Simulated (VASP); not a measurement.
# ZnCd3Se3S (Pmm2) in VASP: relaxation of cell and atoms with PBE

Aim: the relaxation of cell and atoms of ZnCd3Se3S with PBE.

Program: VASP 6.6.1. These are calculated values, not measurements. Logs are shortened: lines on timing, memory, paths and dates and some standing lists are left out, and cuts for length are marked.

## (1) The structure

Symmetry: Pmm2, No. 25, orthorhombic system. Conventional cell: a = 4.170 Å, b = 4.170 Å, c = 11.800 Å, α = 90.00°, β = 90.00°, γ = 90.00°. Zn (site symmetry mm2) has 2 Se at 2.55 Å and 2 S at 2.55 Å as nearest neighbours. Cd (site symmetry mm2) is surrounded by 4 Se at 2.55 Å. Cd (site symmetry mm2) has 4 Se at 2.55 Å as nearest neighbours. Around Cd (site symmetry mm2) lie 2 Se at 2.55 Å and 2 S at 2.55 Å. Se (site symmetry mm2) is surrounded by 4 Cd at 2.55 Å. Around Se (site symmetry mm2) lie 4 Cd at 2.55 Å. Se (site symmetry mm2) is surrounded by 2 Zn at 2.55 Å and 2 Cd at 2.55 Å. S (site symmetry mm2) is surrounded by 2 Zn at 2.55 Å and 2 Cd at 2.55 Å.

The cell was built by a generator and needn't be a form met in nature.

## (2) Relaxation of cell and atoms, PBE

The input, INCAR:

```
SYSTEM = ZnCd3Se3S
PREC     = Normal         ! precision mode
ENCUT    = 520            ! plane-wave cutoff, eV
EDIFF    = 1E-4           ! SCF threshold, eV
ISMEAR   = 0              ! smearing method
SIGMA    = 0.15           ! smearing width, eV
LREAL    = .FALSE.        ! projectors in reciprocal space
LASPH    = .TRUE.         ! aspherical terms in the spheres
NELM     = 60             ! most SCF steps
ALGO     = Fast           ! electronic algorithm
ISIF     = 3              ! what is computed and relaxed
LWAVE    = .FALSE.        ! write WAVECAR
LCHARG   = .FALSE.        ! write CHGCAR
GGA      = PE             ! functional
IBRION   = 2              ! ionic algorithm
NSW      = 24             ! ionic steps
EDIFFG   = -0.08          ! ionic threshold
```

The input, KPOINTS:

```
regular mesh
0
G
  4 4 2
  0 0 0
```

The input, POSCAR:

```
ZnCd3Se3S
1.0
    4.1700000000      0.0000000000      0.0000000000
    0.0000000000      4.1700000000      0.0000000000
    0.0000000000      0.0000000000     11.8000000000
Zn Cd Se S
1 3 3 1
Direct
    0.0000000000      0.0000000000      0.0000000000
    0.0000000000      0.0000000000      0.5000000000
    0.5000000000      0.5000000000      0.7500000000
    0.5000000000      0.5000000000      0.2500000000
    0.5000000000      0.0000000000      0.3750000000
    0.0000000000      0.5000000000      0.6250000000
    0.5000000000      0.0000000000      0.8750000000
    0.0000000000      0.5000000000      0.1250000000
```

Potentials or basis: VASP PAW PBE potentials, release 64 (Zn, Cd, Se, S).

Launch:

```
$ cat potpaw_PBE.64/Zn/POTCAR potpaw_PBE.64/Cd/POTCAR potpaw_PBE.64/Se/POTCAR potpaw_PBE.64/S/POTCAR > POTCAR
$ mpirun -np 1 vasp_std > vasp.out
```

OUTCAR:

```text
SYSTEM = ZnCd3Se3S
   PREC = Normal
   ENCUT = 520
   EDIFF = 1E-4
   ISMEAR = 0
   LREAL = .FALSE.
   LASPH = .TRUE.
   NELM = 60
   ISIF = 3
   GGA = PE
   IBRION = 2
   NSW = 24
   EDIFFG = -0.08

 ion  position               nearest neighbor table
   1  0.000  0.000  0.000-   7 2.55   8 2.55   8 2.55   7 2.55
   2  0.000  0.000  0.500-   5 2.55   6 2.55   6 2.55   5 2.55
   3  0.500  0.500  0.750-   6 2.55   7 2.55   7 2.55   6 2.55
   4  0.500  0.500  0.250-   5 2.55   8 2.55   5 2.55   8 2.55
   5  0.500  0.000  0.375-   2 2.55   4 2.55   4 2.55   2 2.55
   6  0.000  0.500  0.625-   2 2.55   3 2.55   2 2.55   3 2.55
   7  0.500  0.000  0.875-   1 2.55   3 2.55   3 2.55   1 2.55
   8  0.000  0.500  0.125-   1 2.55   4 2.55   1 2.55   4 2.55

  LATTYP: Found a simple tetragonal cell.
 ALAT       =     4.1700000000
 C/A-ratio  =     2.8297362110

  Lattice vectors:

 A1 = (   4.1700000000,   0.0000000000,   0.0000000000)
 A2 = (   0.0000000000,   4.1700000000,   0.0000000000)
 A3 = (   0.0000000000,   0.0000000000,  11.8000000000)

Analysis of symmetry for initial positions (statically):
=====================================================================
 Subroutine PRICEL returns:
 Original cell was already a primitive cell.

 Routine SETGRP: Setting up the symmetry group for a
 simple tetragonal supercell.

 Subroutine GETGRP returns: Found  4 space group operations
 (whereof  4 operations were pure point group operations)
 out of a pool of 16 trial point group operations.

The static configuration has the point symmetry C_2v.

Analysis of symmetry for dynamics (positions and initial velocities):
=====================================================================
 Subroutine PRICEL returns:
 Original cell was already a primitive cell.

 Routine SETGRP: Setting up the symmetry group for a
 simple tetragonal supercell.

 Subroutine GETGRP returns: Found  4 space group operations
 (whereof  4 operations were pure point group operations)
 out of a pool of 16 trial point group operations.

The dynamic configuration has the point symmetry C_2v.

 Subroutine INISYM returns: Found  4 space group operations
 (whereof  4 operations are pure point group operations),
 and found     1 'primitive' translations

----------------------------------------------------------------------------------------

                                     Primitive cell

  volume of cell :     205.1890

  direct lattice vectors                    reciprocal lattice vectors
     4.170000000  0.000000000  0.000000000     0.239808153  0.000000000  0.000000000
     0.000000000  4.170000000  0.000000000     0.000000000  0.239808153  0.000000000
     0.000000000  0.000000000 11.800000000     0.000000000  0.000000000  0.084745763

  length of vectors
     4.170000000  4.170000000 11.800000000     0.239808153  0.239808153  0.084745763

  position of ions in fractional coordinates (direct lattice)
     0.000000000  0.000000000  0.000000000
     0.000000000  0.000000000  0.500000000
     0.500000000  0.500000000  0.750000000
     0.500000000  0.500000000  0.250000000
     0.500000000  0.000000000  0.375000000
     0.000000000  0.500000000  0.625000000
     0.500000000  0.000000000  0.875000000
     0.000000000  0.500000000  0.125000000

  ion indices of the primitive-cell ions
   primitive index   ion index
                 1           1
                 2           2
                 3           3
                 4           4
                 5           5
                 6           6
                 7           7
                 8           8

----------------------------------------------------------------------------------------

 KPOINTS: regular mesh

Automatic generation of k-mesh.
 Grid dimensions read from file:
 generate k-points for:    4    4    2

 Generating k-lattice:

  Cartesian coordinates                     Fractional coordinates (reciprocal lattice)
     0.059952038  0.000000000  0.000000000     0.250000000  0.000000000  0.000000000
     0.000000000  0.059952038  0.000000000     0.000000000  0.250000000  0.000000000
     0.000000000  0.000000000  0.042372881     0.000000000  0.000000000  0.500000000

  Length of vectors
     0.059952038  0.059952038  0.042372881

  Shift w.r.t. Gamma in fractional coordinates (k-lattice)
     0.000000000  0.000000000  0.000000000

 Subroutine IBZKPT returns following result:
 ===========================================

 Found     18 irreducible k-points:

 Following reciprocal coordinates:
            Coordinates               Weight
  0.000000  0.000000  0.000000      1.000000
  0.250000  0.000000  0.000000      2.000000
  0.000000  0.250000  0.000000      2.000000
  0.500000  0.000000  0.000000      1.000000
  0.000000  0.500000  0.000000      1.000000
  0.250000  0.250000  0.000000      4.000000
[... 10 lines left out ...]
 -0.250000  0.500000  0.500000      2.000000
  0.500000  0.500000  0.500000      1.000000
   k-points           NKPTS =     18   k-points in BZ     NKDIM =     18   number of bands    NBANDS=     43
   number of dos      NEDOS =    301   number of ions     NIONS =      8
   total plane-waves  NPLWV =  40320
   dimension x,y,z NGX =    24 NGY =   24 NGZ =   70
   dimension x,y,z NGXF=    48 NGYF=   48 NGZF=  140
   ions per type =               1   3   3   1
   NGX,Y,Z   is equivalent  to a cutoff of   9.57,  9.57,  9.86 a.u.
   NGXF,Y,Z  is equivalent  to a cutoff of  19.14, 19.14, 19.72 a.u.
 SYSTEM =  ZnCd3Se3S
   PREC   = normal    normal or accurate (medium, high low for compatibility)
   ISTART =      0    job   : 0-new  1-cont  2-samecut
   ICHARG =      2    charge: 1-file 2-atom 10-const
   ISPIN  =      1    spin polarized calculation?
   LNONCOLLINEAR =      F non collinear calculations
   LSORBIT =      F    spin-orbit coupling
   LASPH  =      T    aspherical Exc in radial PAW
   ENCUT  =  520.0 eV  38.22 Ry    6.18 a.u.   7.75  7.75 21.94*2*pi/ulx,y,z
   NELM   =     60;   NELMIN=  2; NELMDL= -5     # of ELM steps
   EDIFF  = 0.1E-03   stopping-criterion for ELM
   LREAL  =      F    real-space projection
   EDIFFG = -.8E-01   stopping-criterion for IOM
   NSW    =     24    number of steps for IOM
   IBRION =      2    ionic relax: 0-MD 1-quasi-New 2-CG
   NFREE  =      1    steps in history (QN), initial steepest desc. (CG)
   ISIF   =      3    stress and relaxation
   ISYM   =      2    0-nonsym 1-usesym 2-fastsym
   POTIM  = 0.5000    time-step for ionic-motion
   TEBEG  =    0.0;   TEEND  =   0.0 temperature during run
   PSTRESS=    0.0 pullay stress
   NELECT =      72.0000    total number of electrons
   NUPDOWN=      -1.0000    fix difference up-down
   EMIN   =  10.00;   EMAX   =-10.00  energy-range for DOS
   EFERMI =   0.00;   METHOD = LEGACY
   ISMEAR =     0;   SIGMA  =   0.15  broadening in eV -4-tet -1-fermi 0-gaus
   EFERMI_NEDOS =   21; number of points for ismear=-14 and -15
   IALGO  =     68    algorithm
   IMIX   =      4    mixing-type and parameters
     AMIX     =   0.40;   BMIX     =  1.00
     AMIX_MAG =   1.60;   BMIX_MAG =  1.00
  volume/ion in A,a.u.               =      25.65       173.09
  Fermi-wavevector in a.u.,A,eV,Ry     =   1.154696  2.182059 18.140956  1.333323
  Thomas-Fermi vector in A             =   2.291330
   LORBIT       =      0    0 simple, 1 ext, 2 COOP (PROOUT), +10 PAW based schemes
   GGA     = PE    functional components
   LHFCALC =     F    Hartree Fock is set to
   AEXX    =    0.0000 exact exchange contribution
   IVDW    =     0    specifies the selected vdW correction
   LEPSILON=     F    determine dielectric tensor
   LRPA    =     F    only Hartree local field effects (RPA)
 conjugate gradient relaxation of ions
 non-spin polarized calculation
 RMM-DIIS sequential band-by-band and
 Gauss-broadening in eV      SIGMA  =   0.15
  energy-cutoff  :      520.00
  volume of cell :      205.19
 maximum number of plane-waves:      5552
   NGX = 15   NGY = 15   NGZ = 43

--------------------------------------- Ionic step        1  -------------------------------------------

 number of electron      72.0000000 magnetization

 Free energy of the ion-electron system (eV)
  ---------------------------------------------------
  ext. energy  EPLUGINS =         0.00000000
  ---------------------------------------------------
  free energy    TOTEN  =       -22.42130977 eV

  energy without entropy =      -22.42130690  energy(sigma->0) =      -22.42130834

------------------------ aborting loop because EDIFF is reached ----------------------------------------

  FORCE on cell =-STRESS in cart. coord.  units (eV):
  Direction    XX          YY          ZZ          XY          YZ          ZX
  --------------------------------------------------------------------------------------
  -------------------------------------------------------------------------------------
  Total        5.5334017      6.4961933      5.6298866      0.0000000      0.0000000      0.0000000
  in kB       43.2064576     50.7242231     43.9598413      0.0000000      0.0000000      0.0000000
  external PRESSURE =      45.9635073 kB  Pullay stress =       0.0000000 kB
[... 107 lines left out ...]
  FREE ENERGIE OF THE ION-ELECTRON SYSTEM (eV)
  ---------------------------------------------------
  free  energy   TOTEN  =       -22.7613858714 eV

  energy  without entropy=      -22.7612968118  energy(sigma->0) =      -22.76134134

[... ionic steps 4 to 8 ...]

--------------------------------------- Ionic step        9  -------------------------------------------

 number of electron      71.9999897 magnetization

------------------------ aborting loop because EDIFF is reached ----------------------------------------

  FORCE on cell =-STRESS in cart. coord.  units (eV):
  Direction    XX          YY          ZZ          XY          YZ          ZX
  --------------------------------------------------------------------------------------
  -------------------------------------------------------------------------------------
  Total       -1.6444149     -1.1619300     -1.3639153      0.0000000      0.0000000      0.0000000
  in kB      -11.8436442     -8.3686211     -9.8233893      0.0000000      0.0000000      0.0000000
  external PRESSURE =     -10.0118849 kB  Pullay stress =       0.0000000 kB
[... 69 lines left out ...]
  energy  without entropy=      -23.0158411134  energy(sigma->0) =      -23.01589639

--------------------------------------- Ionic step       11  -------------------------------------------

 number of electron      71.9999996 magnetization

 Free energy of the ion-electron system (eV)
  ---------------------------------------------------
  ext. energy  EPLUGINS =         0.00000000
  ---------------------------------------------------
  free energy    TOTEN  =       -23.02596554 eV

  energy without entropy =      -23.02591296  energy(sigma->0) =      -23.02593925

 E-fermi :   1.2734     XC(G=0):  -8.8657

 val. band max:        0.9474895055   @ k =   0.0000   0.0000   0.0000
 cond. band min:       1.5960284331   @ k =   0.0000   0.0000   0.0000
 fundamental gap:      0.6485389276
 Fermi energy:         1.2734243465

 k-point     1 :       0.0000    0.0000    0.0000
  band No.  band energies     occupation
      1     -11.6655      2.00000
      2     -11.3115      2.00000
      3     -11.2150      2.00000
      4     -10.9754      2.00000
      5      -6.8767      2.00000
      6      -6.8607      2.00000
[... 852 lines left out ...]
  FREE ENERGIE OF THE ION-ELECTRON SYSTEM (eV)
  ---------------------------------------------------
  free  energy   TOTEN  =       -23.0259655412 eV

  energy  without entropy=      -23.0259129636  energy(sigma->0) =      -23.02593925

 reached required accuracy - stopping structural energy minimisation
```

Wall time 5.6 min (1 thread of Intel Xeon 6975P-C (Granite Rapids), shared host); peak memory 0.3 GiB.

Results:

- Free energy: -23.0260 eV
- Relaxed volume: 27.03 Å³/atom
- Relaxed cell: a = 4.258 Å, b = 4.230 Å, c = 12.007 Å, α = 90.00°, β = 90.00°, γ = 90.00°
- Space group after relaxing (to 0.05 Å): Pmm2 (No. 25)
- Energy gained by relaxing: 75.6 meV/atom
- Ionic steps: 11
- Pressure after relaxing: 0.3 GPa
- Largest force after relaxing: 0.075 eV/Å
- Band gap on the k mesh: 0.65 eV, direct

Forces on the atoms (eV/Å):
```
Zn   0.000  0.000 -0.026
Cd   0.000  0.000  0.048
Cd   0.000  0.000 -0.075
Cd   0.000  0.000  0.059
Se   0.000  0.000 -0.034
Se   0.000  0.000 -0.011
Se   0.000  0.000  0.046
S    0.000  0.000 -0.007
```

The path:
```tsv
step	energy change (eV)	largest force (eV/Å)	pressure (GPa)	volume (Å³)
1	0.0000	1.4529	4.60	205.19
2	-0.3322	0.6474	-1.38	227.82
3	-0.3401	0.7311	-0.71	224.58
4	-0.4150	0.5624	-0.53	222.91
5	-0.5391	0.4332	0.27	217.97
6	-0.5439	0.4548	0.41	216.94
7	-0.5852	0.2343	-0.29	219.34
8	-0.5927	0.2002	-0.44	220.37
9	-0.5907	0.1717	-1.00	222.45
10	-0.5946	0.1735	-0.58	221.08
11	-0.6047	0.0747	0.32	216.24
```

Final structure:
```xyz
8
Lattice="4.2581 0.0000 0.0000 0.0000 4.2297 0.0000 0.0000 0.0000 12.0067" Properties=species:S:1:pos:R:3 pbc="T T T"
Zn    0.0000    0.0000    0.1112
Cd    0.0000    0.0000    5.9549
Cd    2.1290    2.1149    9.1843
Cd    2.1290    2.1149    2.7418
Se    2.1290    0.0000    4.3621
Se    0.0000    2.1149    7.5797
Se    2.1290    0.0000   10.7951
S     0.0000    2.1149    1.2944
```

Caveat: the relaxation stopped at a loose force limit of 0.08 eV/Å, so its end isn't a converged minimum. A hybrid or GW would open this gap; PBE tends to underestimate it.
